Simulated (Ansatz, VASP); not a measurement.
# TaN in two plane-wave programs, part 2 of 2

Aim: how closely do two programs agree when they are given the same cell, functional and k mesh? The cell is taken from a series of runs on this material, whose earlier steps may have relaxed, scaled, displaced or heated it; both programs get it as it stands.

VASP 6.6.1 and Ansatz 0.2.0.

So far: Set-up; Ansatz: zone-centre phonons, LDA, pair 1; VASP: zone-centre phonons, LDA, pair 1; Comparison.

## 5. VASP: zone-centre phonons, LDA, pair 2

Level of this step: LDA; plane waves and PAW (N, Ta_pv) (VASP).

Second derivatives magnify differences that forces hide, and they need a tight electronic threshold. The cell compared in this pair holds 20.13 Å³, against 19.72 Å³ for the pair before.

Input file INCAR:

```
SYSTEM = TaN
PREC = Accurate
ENCUT = 600
EDIFF = 1E-08
NELM = 120
ISMEAR = 1
SIGMA = 0.2
LREAL = .FALSE.
ALGO = Normal
GGA = CA
NBANDS = 14
LASPH = .TRUE.
LORBIT = 11
LWAVE = .FALSE.
LCHARG = .FALSE.
ISIF = 2
IBRION = 8
GGA_COMPAT = .FALSE.
KPAR = 2
```

Input file POSCAR:

```
TaN
1.0
    0.0000000000      2.1592183704      2.1592183704
    2.1592183704      0.0000000000      2.1592183704
    2.1592183704      2.1592183704      0.0000000000
N Ta
1 1
Direct
    0.0000000000      0.0000000000      0.0000000000
    0.5000000000      0.5000000000      0.5000000000
```

Input file KPOINTS:

```
Automatic mesh
0
Gamma
16 16 16
0 0 0
```

PAW data sets: N and Ta_pv (LDA family, release 64).

On the command line:

```sh
> mpirun -np 2 vasp_std
```

Numbers of over 12 decimals in the logs are rounded to 6 here.

Log:

```text
[... set-up lines as in an earlier step ...]
 entering main loop
       N       E                     dE             d eps       ncg     rms          rms(c)
DAV:   1     0.956329563770E+02    0.95633E+02   -0.98200E+03  4068   0.135E+03
DAV:   2    -0.241080215628E+02   -0.11974E+03   -0.11277E+03  4960   0.332E+02
DAV:   3    -0.271555162601E+02   -0.30475E+01   -0.30101E+01  4636   0.476E+01
DAV:   4    -0.271700040981E+02   -0.14488E-01   -0.14484E-01  4806   0.347E+00
[...]
DAV:  12    -0.241298263851E+02    0.35991E-06   -0.31683E-06  5128   0.165E-02    0.394E-03
DAV:  13    -0.241298263676E+02    0.17492E-07   -0.81636E-08  4756   0.273E-03    0.103E-03
DAV:  14    -0.241298263673E+02    0.31400E-09   -0.27148E-09  3260   0.581E-04
   1 F= -.24129826E+02 E0= -.24129074E+02  d E =-.225767E-02
 Linear response reoptimize wavefunctions to high precision
DAV:   1    -0.241298263669E+02    0.34379E-09   -0.72570E-10  3230   0.277E-04
DAV:   2    -0.241298263669E+02   -0.97771E-11   -0.10046E-10  2450   0.930E-05
 Linear response DOF=           2
 Linear response progress:
[...]
RMM:  11    -0.231912479167E+00   -0.85233E-07   -0.69742E-09 17487   0.271E-05    0.211E-06
RMM:  12    -0.231912493052E+00   -0.13884E-07   -0.14836E-09 17726   0.829E-06    0.221E-06
RMM:  13    -0.231912488402E+00    0.46496E-08   -0.30112E-09 12887   0.331E-06    0.938E-07
 first order change of Fermi-energy  -0.10599E-03
 force on displaced ion       1 direction 1 :  -9.713   0.000   0.000
 Linear response progress:
  Degree of freedom:   2/  2
       N       E                     dE             d eps       ncg     rms          rms(c)
RMM:   1    -0.133728498039E+00   -0.13373E+00    0.11337E+01 10314   0.238E+01
RMM:   2    -0.162424384251E+00   -0.28696E-01   -0.26928E-02 15356   0.145E+00    0.111E-01
RMM:   3    -0.161795661412E+00    0.62872E-03   -0.19947E-03 17609   0.282E-01    0.512E-02
RMM:   4    -0.161365675092E+00    0.42999E-03   -0.15931E-04 18847   0.848E-02    0.185E-02
[...]
RMM:  11    -0.161185729838E+00   -0.70464E-07   -0.12118E-07 20544   0.790E-05    0.365E-06
RMM:  12    -0.161185709443E+00    0.20395E-07   -0.53136E-08 18986   0.383E-05    0.931E-07
RMM:  13    -0.161185712424E+00   -0.29805E-08   -0.32683E-08 16459   0.196E-05    0.107E-06
 first order change of Fermi-energy   0.26173E-03
 force on displaced ion       2 direction 1 :  -9.719   0.000   0.000
 Linear response finished
```

OUTCAR, selected parts (step 5):

```text
  Total        1.3024381      1.3024381      1.3024381      0.0000000      0.0000000      0.0000000
  in kB      103.6449098    103.6449098    103.6449098      0.0000000      0.0000000      0.0000000
  external PRESSURE =     103.6449098 kB  Pullay stress =       0.0000000 kB

 POSITION                                       TOTAL-FORCE (eV/Angst)
 -----------------------------------------------------------------------------------
      0.00000      0.00000      0.00000        -0.000000      0.000000      0.000000
      2.15922      2.15922      2.15922         0.000000     -0.000000     -0.000000
 -----------------------------------------------------------------------------------
    total drift:                                0.000000     -0.000000     -0.000000

[... 1 part as in an earlier step ...]

[... 1 further part left out ...]
```

## 6. Ansatz: zone-centre phonons, LDA, pair 2

The same cell, functional (in two slightly different forms), mesh and smearing now go to Ansatz, which takes its cutoff from its data sets.

The cell is taken from a series of runs on this material, whose earlier steps may have relaxed, scaled, displaced or heated it; both programs get it as it stands.

Input file input.yaml:

```yaml
crystal:
  lattice:
    - [0.0, 2.1592183704, 2.1592183704]
    - [2.1592183704, 0.0, 2.1592183704]
    - [2.1592183704, 2.1592183704, 0.0]
  atoms:
    - { symbol: "N", position: [0.0, 0.0, 0.0] }
    - { symbol: Ta, position: [0.5, 0.5, 0.5] }
kpoints:
  mp_grid: { grid: [16, 16, 16] }
hamiltonian:
  xc: lda
  pseudopotentials: { kind: paw, azcp: { folder: soft_1 }, xc_functional: pbe }
scf:
  occupations: { method: methfessel_paxton, width: 0.2 }
output:
  eigenvalues: true
phonons:
  method: dfpt
```

On the command line:

```sh
> ansatz run input.yaml --threads 4 --pin off --max-ram 10240MiB --backend cpu --events-out ev --progress --plain --runs-dir out
```

Log:

```text
[...]
Crystal: 2 atoms, lattice volume = 20.134 Å³
Basis set: ecut = 420 eV, 411 PW (Γ), exchange–correlation on 48×48×48 points (8 copies of the dense FFT grid, shifted against one another)
Bands: 13, of which v1, the nominal top of the filled ones, is band 9 counted from 1 (8 counted from 0)
Symmetry: 48 space group operations
k-points: 349 of 4096 (irreducible under 8 space group operations, time reversal used)
[...]
k-point 2: bands = [... 5 lower, 16.9618, 17.4189, 17.4189, 20.7884, 20.7884, 20.8596, 23.9885, 23.9885, ... 4 higher]
  k-point 348: bands = [... 5 lower, 14.7162, 15.5710, 15.5710, 22.2951, 22.2951, 26.3852, 27.0905, 27.3941, ... 4 higher]
[...]
ASR residual: 1.319e-5 → 0.000e0 eV/Å²; symmetrization residual: 9.241e-7 eV/Å²
  ASR residual per site (eV/Å²): 2.14e-6 1.32e-5
  Γ frequencies (cm⁻¹): 0.00 0.00 0.00 447.65 447.65 447.65
[...]
[key lines of the parts left out:]
SCF converged after 8 iterations
Free energy (F): -10059.458517 eV
Fermi energy:    22.488071 eV
```

## 7. Comparison

What differs besides the data sets and the points named for the pairs above, as far as they apply: the data sets hold 18 valence electrons in Ansatz (on its PAW soft_1 files) and 16 in VASP. Total energies have different zeros and are not compared.

Compared:

| quantity | Ansatz | VASP | difference |
| --- | --- | --- | --- |
| optical mode 1 to 3 (cm⁻¹) | 447.6 | 450.8 | -0.71 % |

Modes are paired by rising frequency, not by their patterns, so a pair may set unlike modes beside each other; they are those without the splitting of longitudinal modes.

## 8. Ansatz: zone-centre phonons, LDA, pair 3

Second derivatives magnify differences that forces hide, and they need a tight electronic threshold. The cell compared in this pair holds 20.34 Å³, against 20.13 Å³ for the pair before.

The cell is taken from a series of runs on this material, whose earlier steps may have relaxed, scaled, displaced or heated it; both programs get it as it stands.

input.yaml, the sections that differ from step 6:

```yaml
crystal:
  lattice:
    - [0.0, 2.1665378107, 2.1665378107]
    - [2.1665378107, 0.0, 2.1665378107]
    - [2.1665378107, 2.1665378107, 0.0]
  atoms:
    - { symbol: "N", position: [0.0, 0.0, 0.0] }
    - { symbol: Ta, position: [0.5, 0.5, 0.5] }
# kpoints, hamiltonian, scf, output, phonons: as in step 6
```

Log:

```text
[...]
Crystal: 2 atoms, lattice volume = 20.339 Å³
Basis set: ecut = 420 eV, 411 PW (Γ), exchange–correlation on 48×48×48 points (8 copies of the dense FFT grid, shifted against one another)
Bands: 13, of which v1, the nominal top of the filled ones, is band 9 counted from 1 (8 counted from 0)
Symmetry: 48 space group operations
k-points: 349 of 4096 (irreducible under 8 space group operations, time reversal used)
[...]
k-point 2: bands = [... 5 lower, 16.7561, 17.2173, 17.2173, 20.5655, 20.5655, 20.6327, 23.7206, 23.7206, ... 4 higher]
  k-point 348: bands = [... 5 lower, 14.5353, 15.3627, 15.3627, 22.0529, 22.0529, 26.0779, 26.7508, 27.0679, ... 4 higher]
[...]
ASR residual: 1.860e-5 → 0.000e0 eV/Å²; symmetrization residual: 7.827e-7 eV/Å²
  ASR residual per site (eV/Å²): 1.07e-5 1.86e-5
  Γ frequencies (cm⁻¹): 0.00 0.00 0.00 434.49 434.49 434.49
[...]
[key lines of the parts left out:]
SCF converged after 8 iterations
Free energy (F): -10059.466107 eV
Fermi energy:    22.242772 eV
```

## 9. VASP: zone-centre phonons, LDA, pair 3

The same cell, functional (in two slightly different forms), mesh and smearing now go to VASP, with its own data sets.

INCAR is that of step 5.

Input file POSCAR:

```
TaN
1.0
    0.0000000000      2.1665378107      2.1665378107
    2.1665378107      0.0000000000      2.1665378107
    2.1665378107      2.1665378107      0.0000000000
N Ta
1 1
Direct
    0.0000000000      0.0000000000      0.0000000000
    0.5000000000      0.5000000000      0.5000000000
```

KPOINTS is that of step 5.

On the command line:

```sh
> mpirun -np 2 vasp_std
```

Log:

```text
[... set-up lines as in an earlier step ...]
 entering main loop
       N       E                     dE             d eps       ncg     rms          rms(c)
DAV:   1     0.942501305592E+02    0.94250E+02   -0.96976E+03  4068   0.135E+03
DAV:   2    -0.241872585874E+02   -0.11844E+03   -0.11212E+03  4924   0.333E+02
DAV:   3    -0.271621570870E+02   -0.29749E+01   -0.29390E+01  4648   0.472E+01
DAV:   4    -0.271766562826E+02   -0.14499E-01   -0.14483E-01  4858   0.349E+00
[...]
DAV:  12    -0.241406610075E+02    0.27676E-06   -0.26891E-06  5218   0.155E-02    0.378E-03
DAV:  13    -0.241406609907E+02    0.16830E-07   -0.76499E-08  4642   0.262E-03    0.987E-04
DAV:  14    -0.241406609914E+02   -0.76238E-09   -0.28102E-09  3280   0.582E-04
   1 F= -.24140661E+02 E0= -.24139908E+02  d E =-.225932E-02
 Linear response reoptimize wavefunctions to high precision
DAV:   1    -0.241406609911E+02    0.31673E-09   -0.73429E-10  3278   0.281E-04
DAV:   2    -0.241406609911E+02    0.47748E-11   -0.10672E-10  2474   0.946E-05
 Linear response DOF=           2
 Linear response progress:
[...]
RMM:  11    -0.231677371936E+00   -0.86746E-07   -0.47446E-09 17424   0.290E-05    0.165E-06
RMM:  12    -0.231677385821E+00   -0.13885E-07   -0.16276E-10 17804   0.872E-06    0.225E-06
RMM:  13    -0.231677379335E+00    0.64860E-08   -0.23724E-09 14046   0.367E-06    0.445E-07
 first order change of Fermi-energy  -0.10068E-03
 force on displaced ion       1 direction 1 :  -9.155   0.000   0.000
 Linear response progress:
  Degree of freedom:   2/  2
       N       E                     dE             d eps       ncg     rms          rms(c)
RMM:   1    -0.134140894600E+00   -0.13414E+00    0.11355E+01 10310   0.238E+01
RMM:   2    -0.162822502013E+00   -0.28682E-01   -0.27119E-02 15358   0.145E+00    0.110E-01
RMM:   3    -0.162193353497E+00    0.62915E-03   -0.19850E-03 17646   0.280E-01    0.510E-02
RMM:   4    -0.161762882896E+00    0.43047E-03   -0.15934E-04 18851   0.841E-02    0.185E-02
[...]
RMM:  11    -0.161582744013E+00   -0.53900E-07   -0.52190E-08 20766   0.797E-05    0.452E-06
RMM:  12    -0.161582724581E+00    0.19432E-07   -0.40735E-08 18950   0.399E-05    0.946E-07
RMM:  13    -0.161582727851E+00   -0.32693E-08   -0.19759E-08 16899   0.201E-05    0.105E-06
 first order change of Fermi-energy   0.27588E-03
 force on displaced ion       2 direction 1 :  -9.157   0.000   0.000
 Linear response finished
```

Parts of OUTCAR (step 9):

```text
  Total        0.7852227      0.7852227      0.7852227      0.0000000     -0.0000000      0.0000000
  in kB       61.8549711     61.8549711     61.8549711      0.0000000     -0.0000000      0.0000000
  external PRESSURE =      61.8549711 kB  Pullay stress =       0.0000000 kB

 POSITION                                       TOTAL-FORCE (eV/Angst)
 -----------------------------------------------------------------------------------
      0.00000      0.00000      0.00000         0.000000      0.000000      0.000000
      2.16654      2.16654      2.16654        -0.000000     -0.000000     -0.000000
 -----------------------------------------------------------------------------------
    total drift:                                0.000000     -0.000000     -0.000000

[... 1 part as in an earlier step ...]

[... 1 further part left out ...]
```

## 10. Comparison

What differs besides the data sets and the points named for the pairs above, as far as they apply: the data sets hold 18 valence electrons in Ansatz (on its PAW soft_1 files) and 16 in VASP. Total energies have different zeros and are not compared.

Compared:

| quantity | Ansatz | VASP | difference |
| --- | --- | --- | --- |
| optical mode 1 to 3 (cm⁻¹) | 434.5 | 437.7 | -0.73 % |

Modes are paired by rising frequency, not by their patterns, so a pair may set unlike modes beside each other; they are those without the splitting of longitudinal modes.

## 11. What came out

* r.m.s. difference of the optical zone-centre modes, each program's sorted by frequency (zone-centre phonons, LDA, pair 1): 3.1 cm⁻¹
* difference in optical mode 1 to 3 (zone-centre phonons, LDA, pair 1): -0.6 %
* r.m.s. difference of the optical zone-centre modes, each program's sorted by frequency (zone-centre phonons, LDA, pair 2): 3.2 cm⁻¹
* difference in optical mode 1 to 3 (zone-centre phonons, LDA, pair 2): -0.7 %
* r.m.s. difference of the optical zone-centre modes, each program's sorted by frequency (zone-centre phonons, LDA, pair 3): 3.2 cm⁻¹
* difference in optical mode 1 to 3 (zone-centre phonons, LDA, pair 3): -0.7 %

The r.m.s. difference of the optical zone-centre modes, each program's sorted by frequency is 3.1 cm⁻¹ (zone-centre phonons, LDA, pair 1). The data sets hold unlike numbers of valence electrons (18 in Ansatz and 16 in VASP), so part of the differences comes from the potentials. Among the rows given in per cent, the largest difference of the zone-centre phonons, LDA, pair 1 pair is in optical mode 1 to 3, -0.6 %. Among the rows given in per cent, the largest difference of the zone-centre phonons, LDA, pair 2 pair is in optical mode 1 to 3, -0.7 %. Among the rows given in per cent, the largest difference of the zone-centre phonons, LDA, pair 3 pair is in optical mode 1 to 3, -0.7 %. Such differences can come from data sets, numerical settings and the points named under the comparisons, not from the functional's error against experiment.

[Lines on the potential files, build, host, timing and source positions are cut from VASP's logs without a mark.]

[Logs are printed without paths, hosts, clocks, repeated set-up lines and the standing remarks that a program may print on its own settings, such as how far it seeks lower states.]

[Hosts, paths, dates, database ids (printed as entryN), source tags and the programs' standing remarks are cut or masked in the printed files.]
